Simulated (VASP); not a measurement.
OSZICAR of a VASP run on In (bct):

### OSZICAR
```
       N       E                     dE             d eps       ncg     rms          rms(c)
DAV:   1     0.935462558993E+00    0.93546E+00   -0.84673E+02  2465   0.334E+02
DAV:   2    -0.252906920611E+01   -0.34645E+01   -0.31729E+01  3285   0.332E+01
DAV:   3    -0.257983643309E+01   -0.50767E-01   -0.50867E-01  3005   0.416E+00
DAV:   4    -0.257994996265E+01   -0.11353E-03   -0.11353E-03  3165   0.203E-01
DAV:   5    -0.257995008112E+01   -0.11847E-06   -0.11871E-06  3070   0.606E-03    0.250E+00
DAV:   6    -0.256376235862E+01    0.16188E-01   -0.20165E-03  2640   0.249E-01    0.142E+00
DAV:   7    -0.255239809228E+01    0.11364E-01   -0.64523E-03  2540   0.428E-01    0.158E-01
DAV:   8    -0.255243718366E+01   -0.39091E-04   -0.19252E-04  3405   0.807E-02    0.188E-02
DAV:   9    -0.255243701661E+01    0.16705E-06   -0.54158E-06  2825   0.143E-02
   1 F= -.25524370E+01 E0= -.25524603E+01  d E =-.255244E+01
       N       E                     dE             d eps       ncg     rms          rms(c)
DAV:   1    -0.256394735813E+01   -0.11510E-01   -0.13213E-01  2805   0.157E+00    0.392E-01
DAV:   2    -0.256198873854E+01    0.19586E-02   -0.15471E-03  2745   0.300E-01    0.217E-01
DAV:   3    -0.256072258473E+01    0.12662E-02   -0.18174E-03  2570   0.201E-01    0.771E-02
DAV:   4    -0.256073122776E+01   -0.86430E-05   -0.10489E-05  3120   0.319E-02    0.599E-02
DAV:   5    -0.256074584910E+01   -0.14621E-04   -0.76781E-06  2680   0.163E-02    0.231E-03
DAV:   6    -0.256074599446E+01   -0.14536E-06   -0.11661E-07  1370   0.275E-03
   2 F= -.25607460E+01 E0= -.25606992E+01  d E =-.830898E-02
       N       E                     dE             d eps       ncg     rms          rms(c)
DAV:   1    -0.256074639717E+01   -0.54807E-06   -0.55823E-06  2845   0.102E-02    0.222E-03
DAV:   2    -0.256074622576E+01    0.17140E-06   -0.59472E-08  1335   0.188E-03
   3 F= -.25607462E+01 E0= -.25606988E+01  d E =-.830921E-02
       N       E                     dE             d eps       ncg     rms          rms(c)
DAV:   1    -0.256078864026E+01   -0.42243E-04   -0.41072E-04  2920   0.972E-02    0.725E-03
DAV:   2    -0.256078897358E+01   -0.33332E-06   -0.32347E-06  2570   0.122E-02
   4 F= -.25607890E+01 E0= -.25607387E+01  d E =-.427478E-04
       N       E                     dE             d eps       ncg     rms          rms(c)
DAV:   1    -0.256086100872E+01   -0.72368E-04   -0.36578E-03  2930   0.290E-01    0.217E-02
DAV:   2    -0.256086291895E+01   -0.19102E-05   -0.28171E-05  2575   0.360E-02    0.137E-02
DAV:   3    -0.256086219733E+01    0.72162E-06   -0.40452E-06  3005   0.169E-02
   5 F= -.25608622E+01 E0= -.25607991E+01  d E =-.115972E-03
```

Question: Which electronic solver shows in the log?

Answer: It is blocked Davidson (ALGO = Normal, or the opening steps of other solvers). The INCAR had ALGO = Normal.

Question: Can the final energy be trusted as converged?

Answer: The run converged. It stopped with EDIFF = 1E-6, NELM = 100, NSW = 60 and EDIFFG = -0.01 after 5 ionic steps (PBE GGA, plane waves, VASP's PBE PAW potentials (set 64)). Energy and stress use the plane-wave basis of the starting cell.

The compound is In in the bct structure. This run relaxes it. Symmetry was kept, so distortions that lower it aren't found.
